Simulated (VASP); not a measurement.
Input for VASP

POSCAR:
```
ZrO2
1
    0.0000000000     2.5454883693     2.5454883693
    2.5454883693     0.0000000000     2.5454883693
    2.5454883693     2.5454883693     0.0000000000
Zr O
1 2
Direct
  0.0000000000   0.0000000000   0.0000000000
  0.2500000000   0.2500000000   0.2500000000
  0.7500000000   0.7500000000   0.7500000000
```

### INCAR
```
! general
SYSTEM  = ZrO2
PREC    = Accurate
ENCUT   = 520
LREAL   = .FALSE.
LASPH   = .TRUE.

! electronic loop
EDIFF   = 1E-7
NELM    = 100
ALGO    = Normal
LMAXMIX = 4

! smearing
ISMEAR  = 0
SIGMA   = 0.05

! functional
GGA     = RE

! ions
ISIF    = 2

! output
LWAVE   = .FALSE.
LCHARG  = .FALSE.
```

KPOINTS:
```
Automatic mesh
0
gamma
 7 7 7
```

POTCAR, in this order: Zr_sv O (PBE.64 set). Program: vasp_std.

### Question
Translate this revPBE calculation to Quantum ESPRESSO's pw.x.

### Answer
One equivalent input (not run):
```
&CONTROL
  calculation = 'scf'
  pseudo_dir = './pseudo'
  outdir = './out'
  tprnfor = .true.
  tstress = .true.
/
&SYSTEM
  ibrav = 0
  nat = 3
  ntyp = 2
  ecutwfc = 84
  occupations = 'smearing'
  smearing = 'gaussian'
  degauss = 0.003675
  input_dft = 'revpbe'
/
&ELECTRONS
  conv_thr = 7.3e-09
  electron_maxstep = 100
/
ATOMIC_SPECIES
  Zr 91.224 Zr.upf
  O 15.999 O.upf
CELL_PARAMETERS angstrom
     0.0000000    2.5454884    2.5454884
     2.5454884    0.0000000    2.5454884
     2.5454884    2.5454884    0.0000000
ATOMIC_POSITIONS crystal
  Zr   0.0000000  0.0000000  0.0000000
  O    0.2500000  0.2500000  0.2500000
  O    0.7500000  0.7500000  0.7500000
K_POINTS automatic
  7 7 7 0 0 0
```
The two are equivalent in intent, not identical: the potentials are each code's own (VASP's PAW set, PseudoDojo norm-conserving files in pw.x), so ENCUT and ecutwfc are chosen apart and not converted; conv_thr bounds pw.x's estimated SCF error, while EDIFF bounds the energy change between steps.

The compound is ZrO2 in the fluorite structure, the high-temperature cubic form, which is unstable at 0 K; the monoclinic form is the stable one. This cell is one point of a volume scan, at 0.97 of the reference volume.
